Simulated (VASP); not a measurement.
Set up this calculation in VASP 6.6.1, as the native input.

```
Task                   : relaxation of cell and atoms
Functional             : PBE
Potentials or basis    : VASP PAW PBE potentials, release 64 (Be, Zn, O)
Cutoff                 : 520 eV
k mesh                 : 7 × 7 × 7
Occupations            : gaussian, width 0.05 eV
Spin                   : no spin polarisation
Further INCAR settings : PREC = Normal; LREAL = Auto; ALGO = Fast; EDIFF = 1e-05; ISYM = 0; IBRION = 2; EDIFFG = -0.03; NSW = 110; ISIF = 3
```

The structure of Be2ZnO3 lies in POSCAR:

```
Be2ZnO3
1.0
   -1.4786641600      4.3512817000      2.0620499000
    1.4619931000     -4.3633042000      2.0757602400
    2.8640774900      8.6960165700     -4.1744042400
Be Zn O
4 2 6
Direct
    0.3379445000      0.0497663600      0.1767215400
    0.3399391300      0.0026973000      0.6621104000
    0.6916283000      0.9947408300      0.3339143100
    0.6748540300      0.9818708500      0.8364087700
    0.0057537900      0.0070792800      0.9964346900
    0.0111006200      0.9821408900      0.4890267600
    0.4691462900      0.2940368400      0.0991693400
    0.4580885000      0.2689649700      0.5883501100
    0.1048601100      0.2751321100      0.4049265200
    0.0792324400      0.2833362400      0.9158912200
    0.6641852100      0.1717861200      0.2436112600
    0.6721177500      0.1871894100      0.7573997900
```

The cell was built by a generator and needn't be a form met in nature.

These files were run (other wordings do the same):

INCAR

```
PREC = Normal
ENCUT = 520
EDIFF = 1E-5
ISMEAR = 0
SIGMA = 0.05
LREAL = Auto
LASPH = T
NELM = 80
ALGO = Fast
ISIF = 3
LWAVE = F
LCHARG = F
GGA = PE
IBRION = 2
NSW = 110
EDIFFG = -0.03
ISYM = 0
KPAR = 4
```

KPOINTS

```
Automatic mesh
0
Gamma
  7 7 7
```

Potentials or basis: VASP PAW PBE potentials, release 64 (Be, Zn, O).

Launch:

```sh
$ cat potpaw_PBE.64/Be/POTCAR potpaw_PBE.64/Zn/POTCAR potpaw_PBE.64/O/POTCAR > POTCAR
$ mpirun -np 4 vasp_std > vasp.out
```

Results of the run:

- Relaxed volume: 8.50 Å³/atom
- Relaxed cell: a = 5.005 Å, b = 5.007 Å, c = 10.011 Å, α = 147.02°, β = 60.21°, γ = 131.12°
- Space group after relaxing (to 0.05 Å): Imm2 (No. 44)
- Energy gained by relaxing: 49.2 meV/atom
- Ionic steps: 14
- Pressure after relaxing: -0.3 GPa
- Largest force after relaxing: 0.023 eV/Å
- Band gap on the k mesh: 3.14 eV

Caveat: an odd mesh through Γ misses points on the zone boundary, where band edges often lie.

Wall time 15 min on 4 MPI ranks on Intel(R) Xeon(R) 6975P-C (Granite Rapids), with other jobs on the host, peak memory 0.52 GiB a rank.
